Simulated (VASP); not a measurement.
An input for Ansatz (written as the equivalent of a VASP run, and not itself run):

Ansatz 0.2 input:
```yaml
crystal:
  lattice:
    - [0.0000000, 2.1968795, 2.1968795]
    - [2.1968795, 0.0000000, 2.1968795]
    - [2.1968795, 2.1968795, 0.0000000]
  atoms:
    - { symbol: Si, position: [0.0000000, 0.0000000, 0.0000000] }
    - { symbol: C, position: [0.2500000, 0.2500000, 0.2500000] }
kpoints:
  mp_grid: { grid: [12, 12, 12] }
hamiltonian:
  xc: revpbe
  pseudopotentials: { kind: paw }
scf:
  occupations: { method: tetrahedron }
  max_iter: 100
output: { forces: true, stress: true, eigenvalues: true }
```

**Question.** Write the VASP files for the same calculation (revPBE).

**Answer.** Several could match; the one computed here: 
### INCAR
```
SYSTEM=SiC
PREC=Accurate; ENCUT=520; LREAL=.False.
LASPH=.True.
EDIFF=1E-7; NELM=100; ALGO=Normal
ISMEAR=-5
GGA=RE
ISIF=2
LWAVE=.False.; LCHARG=.True.; LORBIT=11
NEDOS=601
```

### KPOINTS
```
K-points
0
Gamma
 12 12 12
```

### POSCAR
```
SiC
1
    0.0000000000     2.1968794971     2.1968794971
    2.1968794971     0.0000000000     2.1968794971
    2.1968794971     2.1968794971     0.0000000000
Si C
1 1
Direct
  0.0000000000   0.0000000000   0.0000000000
  0.2500000000   0.2500000000   0.2500000000
```

POTCAR, in this order: Si C (PBE.64 set). Program: vasp_std.

Limits of the translation: each code has its own PAW files, so the cut-off isn't converted (ENCUT is set for VASP's; basis.ecutwfc is left out, and Ansatz then takes the one that its files recommend); Ansatz stops its SCF on the density residual and VASP on the energy change (EDIFF).

The compound is SiC in the zinc blende structure. It was relaxed first.
